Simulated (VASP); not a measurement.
## Ge: optical spectrum with PBE

**What was measured.**

“Temperature-dependent photoluminescence in Ge: experiment and theory”, 2020, arxiv:2003.00143 reports, for a bulk crystal of Ge at 0 K: band gap 0.744 eV (indirect).

Crystal: Ge.

```
CELL_PARAMETERS angstrom
0.00000 2.82891 2.82891
2.82891 0.00000 2.82891
2.82891 2.82891 0.00000
ATOMIC_POSITIONS crystal
Ge 0.00000 0.00000 0.00000
Ge 0.25000 0.25000 0.25000
```

```
Program                : VASP 6.6.1
Task                   : optical spectrum
Functional             : PBE
Potentials or basis    : VASP PAW PBE potentials, release 64 (Ge_d)
Cutoff                 : 520 eV
k mesh                 : 14 × 14 × 14
Occupations            : gaussian, width 0.02 eV
Spin                   : no spin polarisation
Further INCAR settings : ALGO = Normal; EDIFF = 1e-07; NBANDS = 62
```

The pressure is 3.6 GPa and the band gap on the k mesh is 0.03 eV, direct.

Levels at points of the mesh, in eV from the valence-band top:
| k point | band 10 | band 11 | band 12 | band 13 | band 14 | band 15 | band 16 | band 17 | band 18 | band 19 |
| --- | --- | --- | --- | --- | --- | --- | --- | --- | --- | --- |
| (0.00, 0.00, 0.00) | -24.55 | -12.77 | 0.00 | 0.00 | 0.00 | 0.03 | 2.55 | 2.55 | 2.55 | 6.43 |
| (0.50, 0.00, 0.00) | -24.53 | -10.68 | -7.60 | -1.40 | -1.40 | 0.18 | 3.75 | 3.75 | 7.13 | 10.57 |
| (0.50, 0.50, 0.00) | -24.51 | -8.89 | -8.89 | -3.07 | -3.07 | 0.75 | 0.75 | 9.52 | 9.52 | 11.61 |

Dielectric function (mean over the directions given):
```csv
energy (eV),real part,imaginary part
0.29,-66.40,72.87
1.24,21.00,7.27
2.29,13.70,14.46
3.34,9.92,17.91
4.39,-9.61,22.50
5.43,-6.32,7.23
6.48,-5.71,3.10
7.44,-3.46,2.63
8.48,-2.79,2.15
9.53,-2.14,1.11
10.58,-1.58,1.08
11.63,-1.11,0.65
12.68,-0.84,0.52
13.63,-0.51,0.32
14.68,-0.31,0.32
15.73,-0.17,0.23
16.78,0.04,0.15
17.83,0.16,0.13
18.88,0.28,0.07
19.92,0.36,0.07
```

Wall time 110 s on 1 thread of Intel(R) Xeon(R) 6975P-C (Granite Rapids) (shared host), peak memory 0.43 GiB.

Against the measured gap of Ge, 0.744 eV (indirect; 0 K; “Temperature-dependent photoluminescence in Ge: experiment and theory”, 2020, arxiv:2003.00143), the calculated 0.03 eV is off by -0.71 eV. 3 values of this kind are on record (0.666 to 0.807 eV); this one was drawn at random among those near their median. Spin-orbit coupling on Ge is left out. The value is that of PBE on a finite k mesh, which can miss the band edges, without temperature or zero-point motion. Semilocal functionals fall short of measured gaps as a rule.

Caveat: independent-particle spectra lack excitons.
